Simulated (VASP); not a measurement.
```
CdAs2Ge
1.0
   -3.02407     3.02407     5.73073
    3.02407    -3.02407     5.73073
    3.02407     3.02407    -5.73073
Cd Ge As
2 2 4
Cartesian
  3.02407   0.00000   2.86537
  0.00000   0.00000   5.73073
  0.00000   0.00000   0.00000
  0.00000   3.02407   2.86537
  1.34822   4.53610   1.43268
  1.51203   1.67585   4.29805
  1.67585  -1.51203   7.16341
  1.51203   1.34822  -1.43268
```

These are modified Becke-Johnson potential (mBJ), VASP's PBE PAW potentials (set 64) (plane waves; VASP 6.6.1) values and carry that method's errors. Run with 400 eV cut-off, 4×4×4 Γ-centred mesh, Gaussian smearing of 0.050 eV, potentials Cd Ge_d As.

mBJ is a potential without an energy functional, so only the levels count.

Problem. Give the energies of bands 29 to 42 at the high-symmetry points, in eV from the valence-band maximum.

Solution. 
| band | Γ | X | P | N | M | S | R |
|---|---|---|---|---|---|---|---|
| 29 | -3.66 | -3.13 | -2.60 | -3.54 | -3.24 | -3.48 | -3.11 |
| 30 | -3.39 | -3.13 | -2.59 | -3.19 | -3.24 | -2.84 | -3.11 |
| 31 | -2.86 | -1.74 | -2.06 | -2.58 | -2.10 | -2.80 | -2.00 |
| 32 | -1.96 | -1.74 | -2.06 | -2.44 | -2.10 | -2.46 | -2.00 |
| 33 | -1.96 | -1.03 | -0.95 | -1.95 | -1.73 | -1.91 | -1.11 |
| 34 | -0.20 | -1.03 | -0.95 | -1.39 | -1.73 | -1.58 | -1.11 |
| 35 | -0.20 | -0.56 | -0.90 | -1.15 | -0.92 | -0.95 | -0.81 |
| 36 | 0.00 | -0.56 | -0.90 | -0.58 | -0.92 | -0.47 | -0.81 |
| 37 | 0.34 | 1.11 | 1.65 | 1.99 | 1.77 | 1.76 | 1.43 |
| 38 | 1.96 | 1.11 | 1.66 | 2.33 | 1.77 | 2.25 | 1.43 |
| 39 | 2.17 | 2.89 | 2.53 | 3.02 | 2.20 | 2.54 | 3.29 |
| 40 | 3.20 | 2.89 | 2.53 | 3.87 | 2.20 | 3.17 | 3.29 |
| 41 | 3.21 | 4.12 | 4.14 | 4.13 | 3.15 | 4.05 | 3.72 |
| 42 | 3.67 | 4.12 | 4.15 | 4.37 | 3.15 | 4.26 | 3.72 |

The gap is direct, 0.34 eV, from the valence maximum at Γ to the conduction minimum at Γ.

The structure comes from a computed database's CdGeAs2 entry (I-42d); how it stands against other phases isn't given here. It was relaxed first. The cell's shape comes from a PBE relaxation.
